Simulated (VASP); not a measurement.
Output of a VASP run:

File OUTCAR:
```
 ion  position               nearest neighbor table
   1  0.000  0.000  0.000-   2 2.66   2 2.66   2 2.66   2 2.66   2 2.66   2 2.66
   2  0.500  0.500  0.500-   1 2.66   1 2.66   1 2.66   1 2.66   1 2.66   1 2.66
  LATTYP: Found a face centered cubic cell.
 ALAT       =     5.3138916286
 Subroutine PRICEL returns:
 Original cell was already a primitive cell.
 Subroutine GETGRP returns: Found 48 space group operations
The static configuration has the point symmetry O_h .
The dynamic configuration has the point symmetry O_h .
 Subroutine INISYM returns: Found 48 space group operations
 Subroutine IBZKPT returns following result:
 Found     47 irreducible k-points:

 Following reciprocal coordinates:
            Coordinates               Weight
  0.000000  0.000000  0.000000      1.000000
  0.100000  0.000000  0.000000      8.000000
  0.200000  0.000000  0.000000      8.000000
  0.300000  0.000000  0.000000      8.000000
  0.400000  0.000000  0.000000      8.000000
  0.500000  0.000000  0.000000      4.000000
  0.100000  0.100000  0.000000      6.000000
  0.200000  0.100000  0.000000     24.000000
  0.300000  0.100000  0.000000     24.000000
  0.400000  0.100000  0.000000     24.000000
  0.500000  0.100000  0.000000     24.000000
 -0.400000  0.100000  0.000000     24.000000
 -0.300000  0.100000  0.000000     24.000000
 -0.200000  0.100000  0.000000     24.000000
 -0.100000  0.100000  0.000000     12.000000
  0.200000  0.200000  0.000000      6.000000
  0.300000  0.200000  0.000000     24.000000
  0.400000  0.200000  0.000000     24.000000
  0.500000  0.200000  0.000000     24.000000
 -0.400000  0.200000  0.000000     24.000000
 -0.300000  0.200000  0.000000     24.000000
 -0.200000  0.200000  0.000000     12.000000
  0.300000  0.300000  0.000000      6.000000
  0.400000  0.300000  0.000000     24.000000
  0.500000  0.300000  0.000000     24.000000
 -0.400000  0.300000  0.000000     24.000000
 -0.300000  0.300000  0.000000     12.000000
  0.400000  0.400000  0.000000      6.000000
  0.500000  0.400000  0.000000     24.000000
 -0.400000  0.400000  0.000000     12.000000
  0.500000  0.500000  0.000000      3.000000
  0.300000  0.200000  0.100000     24.000000
  0.400000  0.200000  0.100000     48.000000
  0.500000  0.200000  0.100000     48.000000
 -0.400000  0.200000  0.100000     24.000000
  0.400000  0.300000  0.100000     24.000000
  0.500000  0.300000  0.100000     48.000000
 -0.400000  0.300000  0.100000     48.000000
 -0.300000  0.300000  0.100000     48.000000
 -0.200000  0.300000  0.100000     24.000000
   k-points           NKPTS =     47   k-points in BZ     NKDIM =     47   number of bands    NBANDS=     12
   number of dos      NEDOS =    601   number of ions     NIONS =      2
   total plane-waves  NPLWV =  21952
   dimension x,y,z NGX =    28 NGY =   28 NGZ =   28
   dimension x,y,z NGXF=    56 NGYF=   56 NGZF=   56
   ions per type =               1   1
   PREC   = accura    normal or accurate (medium, high low for compatibility)
   ISTART =      0    job   : 0-new  1-cont  2-samecut
   ICHARG =      2    charge: 1-file 2-atom 10-const
   ISPIN  =      1    spin polarized calculation?
   LNONCOLLINEAR =      F non collinear calculations
   LSORBIT =      F    spin-orbit coupling
   INIWAV =      1    electr: 0-lowe 1-rand  2-diag
   ENCUT  =  520.0 eV  38.22 Ry    6.18 a.u.   6.99  6.99  6.99*2*pi/ulx,y,z
   NELM   =    100;   NELMIN=  2; NELMDL= -5     # of ELM steps
   EDIFF  = 0.1E-06   stopping-criterion for ELM
   LREAL  =      F    real-space projection
   NLSPLINE    = F    spline interpolate recip. space projectors
   LMAXMIX     =    2 max onsite mixed and CHGCAR
   VOSKOWN=      0    Vosko Wilk Nusair interpolation
   EDIFFG = 0.1E-05   stopping-criterion for IOM
   NSW    =      0    number of steps for IOM
   NBLOCK =      1;   KBLOCK =      1    inner block; outer block
   IBRION =     -1    ionic relax: 0-MD 1-quasi-New 2-CG
...
```

### OSZICAR
```
       N       E                     dE             d eps       ncg     rms          rms(c)
DAV:   1     0.107333858235E+03    0.10733E+03   -0.88194E+03  1128   0.133E+03
DAV:   2    -0.158853218504E+02   -0.12322E+03   -0.11298E+03  1436   0.347E+02
DAV:   3    -0.207239671230E+02   -0.48386E+01   -0.48128E+01  1460   0.641E+01
DAV:   4    -0.208802377745E+02   -0.15627E+00   -0.15608E+00  1760   0.102E+01
DAV:   5    -0.208819948638E+02   -0.17571E-02   -0.17570E-02  1432   0.113E+00    0.593E+00
DAV:   6    -0.152575160681E+02    0.56245E+01   -0.27876E+00  1572   0.196E+01    0.235E+00
DAV:   7    -0.149488427273E+02    0.30867E+00   -0.86349E-01  1740   0.117E+01    0.183E+00
DAV:   8    -0.159231494690E+02   -0.97431E+00   -0.56246E-01  1636   0.966E+00    0.931E-01
DAV:   9    -0.145819601254E+02    0.13412E+01   -0.32518E-01  1128   0.657E+00    0.714E-01
DAV:  10    -0.149853377697E+02   -0.40338E+00   -0.24718E-01  1152   0.560E+00    0.192E-01
DAV:  11    -0.150490012980E+02   -0.63664E-01   -0.81552E-03  1820   0.108E+00    0.245E-01
DAV:  12    -0.150376827592E+02    0.11319E-01   -0.24060E-04  1484   0.203E-01    0.252E-01
DAV:  13    -0.149723616806E+02    0.65321E-01   -0.24501E-02  1136   0.237E+00    0.218E-01
DAV:  14    -0.149718304276E+02    0.53125E-03   -0.35323E-04  1384   0.235E-01    0.201E-01
DAV:  15    -0.149725002982E+02   -0.66987E-03   -0.19882E-04  1152   0.215E-01    0.183E-01
DAV:  16    -0.149726526898E+02   -0.15239E-03   -0.12309E-03  1164   0.393E-01    0.105E-01
DAV:  17    -0.149727797708E+02   -0.12708E-03   -0.62758E-05  1296   0.104E-01    0.925E-02
DAV:  18    -0.149727417761E+02    0.37995E-04   -0.70006E-05  1336   0.858E-02    0.575E-02
DAV:  19    -0.149727617835E+02   -0.20007E-04   -0.38616E-05  1184   0.834E-02    0.255E-02
DAV:  20    -0.149727712366E+02   -0.94531E-05   -0.68160E-06  1296   0.268E-02    0.149E-02
DAV:  21    -0.149727778636E+02   -0.66270E-05   -0.25274E-06  1332   0.188E-02    0.598E-03
DAV:  22    -0.149727799956E+02   -0.21320E-05   -0.16640E-06  1240   0.128E-02    0.119E-03
DAV:  23    -0.149727803864E+02   -0.39082E-06   -0.30410E-07  1216   0.725E-03    0.116E-03
DAV:  24    -0.149727802080E+02    0.17843E-06   -0.60606E-08   972   0.285E-03    0.589E-04
DAV:  25    -0.149727803170E+02   -0.10903E-06   -0.12581E-08   744   0.156E-03    0.515E-04
DAV:  26    -0.149727801972E+02    0.11988E-06   -0.94407E-09   660   0.143E-03    0.136E-04
DAV:  27    -0.149727801866E+02    0.10605E-07   -0.20146E-09   648   0.624E-04
   1 F= -.14972780E+02 E0= -.14972780E+02  d E =0.000000E+00
       N       E                     dE             ncg
       N       E                     dE             ncg
```

**OUTCAR**
```
------------------------ aborting loop because EDIFF is reached ----------------------------------------
  FORCE on cell =-STRESS in cart. coord.  units (eV):
  Direction    XX          YY          ZZ          XY          YZ          ZX
  --------------------------------------------------------------------------------------
  Total        0.0113123      0.0113123      0.0113123      0.0000000      0.0000000      0.0000000
  in kB        0.4831519      0.4831519      0.4831519      0.0000000      0.0000000      0.0000000
  external PRESSURE =       0.4831519 kB  Pullay stress =       0.0000000 kB
  volume of cell :       37.51
      direct lattice vectors                 reciprocal lattice vectors
     0.000000000  2.656945814  2.656945814    -0.188185998  0.188185998  0.188185998
     2.656945814  0.000000000  2.656945814     0.188185998 -0.188185998  0.188185998
     2.656945814  2.656945814  0.000000000     0.188185998  0.188185998 -0.188185998
  FREE ENERGIE OF THE ION-ELECTRON SYSTEM (eV)
  ---------------------------------------------------
  free  energy   TOTEN  =       -14.9727801866 eV

  energy  without entropy=      -14.9727801866  energy(sigma->0) =      -14.97278019

 total charge

# of ion       s       p       d       tot
------------------------------------------
    1        1.960   5.689   0.031   7.680
    2        1.734   4.381   0.000   6.115
--------------------------------------------------
tot          3.694  10.070   0.031  13.795
```
(Selected blocks of OUTCAR.)

**POSCAR**
```
KF
1
    0.0000000000     2.6569458143     2.6569458143
    2.6569458143     0.0000000000     2.6569458143
    2.6569458143     2.6569458143     0.0000000000
K F
1 1
Direct
  0.0000000000   0.0000000000   0.0000000000
  0.5000000000   0.5000000000   0.5000000000
```

Problem. Reconstruct the remaining input files.

Solution. This is not unique; one that fits is the input of the run itself, r2SCAN meta-GGA, plane waves, VASP's PBE PAW potentials (set 64).

### INCAR
```
SYSTEM = KF
PREC = Accurate; ENCUT = 520; LREAL = .False.
LASPH = .True.
EDIFF = 1E-7; NELM = 100; ALGO = Normal
LMIXTAU = .True.
ISMEAR = -5
METAGGA = R2SCAN
ISIF = 2
LWAVE = .False.; LCHARG = .False.; LORBIT = 11
NEDOS = 601
```

File KPOINTS:
```
Automatic mesh
0
G
  10 10 10
0 0 0
```

**KPOINTS_OPT**
```
k-points along high-symmetry lines
10
Line-mode
Reciprocal
  0.000000   0.000000   0.000000 ! GAMMA
  0.500000   0.000000   0.500000 ! X

  0.500000   0.000000   0.500000 ! X
  0.625000   0.250000   0.625000 ! U

  0.375000   0.375000   0.750000 ! K
  0.000000   0.000000   0.000000 ! GAMMA

  0.000000   0.000000   0.000000 ! GAMMA
  0.500000   0.500000   0.500000 ! L

  0.500000   0.500000   0.500000 ! L
  0.500000   0.250000   0.750000 ! W

  0.500000   0.250000   0.750000 ! W
  0.500000   0.000000   0.500000 ! X
```

POTCAR, in this order: K_sv F (PBE.64 set). Program: vasp_std.

The structure was generated: KF was put into the rock salt type (Fm-3m), which need not be its known phase. It was relaxed first, which changed the volume by -15 %.
